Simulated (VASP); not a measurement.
Data:

```xyz
8
Lattice="6.2610 -0.0246 -0.0246 -0.0246 6.2610 -0.0246 -0.0246 -0.0246 6.2610" Properties=species:S:1:pos:R:3 pbc="T T T"
Sn     0.0151     6.1570     6.1570
Sn     1.4885     1.6323     1.6323
Sn     3.0142     3.1580     6.1570
Sn     4.7505     4.6067     1.6077
Sn     3.0142     6.1570     3.1580
Sn     4.7505     1.6077     4.6067
Si     0.0467     3.1895     3.1895
Si     1.4570     4.5998     4.5998
```

The numbers are results of PBEsol GGA, VASP's PBE PAW potentials (set 64) (plane waves; VASP 6.6.1), not measurements. Settings: 400 eV cut-off, Gaussian smearing of 0.050 eV, potentials Sn_d Si.

Task: Give the energies of bands 40 to 53 at the high-symmetry points, in eV from the Fermi level.

Result: 
```tsv
band	Γ	T	H2	L	S0	F
40	-2.69	-1.44	-1.44	-3.22	-3.24	-3.24
41	-2.40	-1.44	-1.44	-3.21	-3.09	-3.09
42	-2.40	-1.20	-1.20	-3.08	-2.93	-2.93
43	-2.36	-1.20	-1.20	-1.95	-1.60	-1.60
44	-0.23	-0.86	-0.86	-1.77	-1.34	-1.34
45	0.03	-0.52	-0.52	-1.49	-1.22	-1.22
46	0.03	-0.52	-0.52	-1.15	-0.61	-0.61
47	0.22	-0.08	-0.08	0.77	1.16	1.16
48	0.52	0.04	0.04	1.03	1.63	1.63
49	0.52	0.27	0.27	2.11	1.66	1.66
50	0.57	0.27	0.27	2.39	2.29	2.29
51	0.57	2.79	2.79	3.50	3.46	3.46
52	1.14	2.79	2.79	3.53	3.75	3.75
53	1.22	3.22	3.22	3.55	3.78	3.78
```

It has no gap at this level: it comes out as a metal or semimetal.

The structure was generated: Sn6Si2 was put into an ordered model structure (R-3m), which need not be its known phase. It was relaxed first.
